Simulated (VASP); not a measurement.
Here is the system:

```
Ir
1.0
    0.00000     1.95643     1.95643
    1.95643     0.00000     1.95643
    1.95643     1.95643     0.00000
Ir
1
Cartesian
  0.00000   0.00000   0.00000
```

All values below come from PBE GGA with D3 dispersion (zero damping), VASP's PBE PAW potentials (set 64) (plane waves; VASP 6.6.1). Settings: 520 eV cut-off, 16×16×16 Γ-centred mesh, first-order Methfessel-Paxton smearing of 0.10 eV, potentials Ir.

Task: Give the stress tensor in GPa (positive for a compressed cell).

Result: 
```
-18.70    0.00    0.00
  0.00  -18.70    0.00
  0.00    0.00  -18.70
```
The pressure is its mean diagonal, -18.70 GPa.

The compound is Ir in the fcc structure. This cell is one point of a volume scan, at 1.06 of the reference volume.
